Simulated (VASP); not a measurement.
Set up this calculation in VASP 6.6.1, as the native input.

| Item | Value |
| --- | --- |
| Task | relaxation of cell and atoms |
| Functional | PBEsol |
| Potentials or basis | VASP PAW PBE potentials, release 64 (Ta_pv) |
| Cutoff | 480 eV |
| k mesh | 18 × 18 × 18 |
| Occupations | gaussian, width 0.1 eV |
| Spin | no spin polarisation |
| Further INCAR settings | ALGO = Normal; EDIFF = 1e-07; IBRION = 2; EDIFFG = -0.005; NSW = 90; ISIF = 3 |

The structure of Ta lies in POSCAR:

```
Ta
1.0
   -1.6549278100      1.6549278100      1.6549278100
    1.6549278100     -1.6549278100      1.6549278100
    1.6549278100      1.6549278100     -1.6549278100
Ta
1
Direct
    0.0000000000      0.0000000000      0.0000000000
```

One way to write it, as run:

INCAR

```
SYSTEM = Ta
ALGO = Normal
EDIFF = 1E-7
EDIFFG = -0.005
ENCUT = 480
GGA = PS
IBRION = 2
ISIF = 3
ISMEAR = 0
LASPH = .TRUE.
LCHARG = .FALSE.
LREAL = .FALSE.
LWAVE = .FALSE.
NELM = 100
NSW = 90
PREC = Accurate
SIGMA = 0.1
```

KPOINTS

```
k-points
0
G
  18 18 18
  0 0 0
```

Potentials or basis: VASP PAW PBE potentials, release 64 (Ta_pv).

Run with:

```bash
$ cat potpaw_PBE.64/Ta_pv/POTCAR > POTCAR
$ mpirun -np 1 vasp_std > vasp.out
```

It gave:

The relaxed volume is 17.67 Å³/atom, the relaxed cell is a = 2.842 Å, b = 2.842 Å, c = 2.842 Å, α = 109.47°, β = 109.47°, γ = 109.47° and the space group after relaxing (to 0.05 Å) is Im-3m (No. 229). The energy gained by relaxing is 7.6 meV/atom, the ionic steps are 4 and the pressure after relaxing is 0.0 GPa. The band gap on the k mesh is none (metal or under the smearing width).

Caveat: the PAW data sets were made with another functional, which shifts forces and pressure a little.

Wall time 61 s on 1 thread of Intel(R) Xeon(R) Platinum 8559C (Emerald Rapids), on a shared host, peak memory 0.15 GiB.
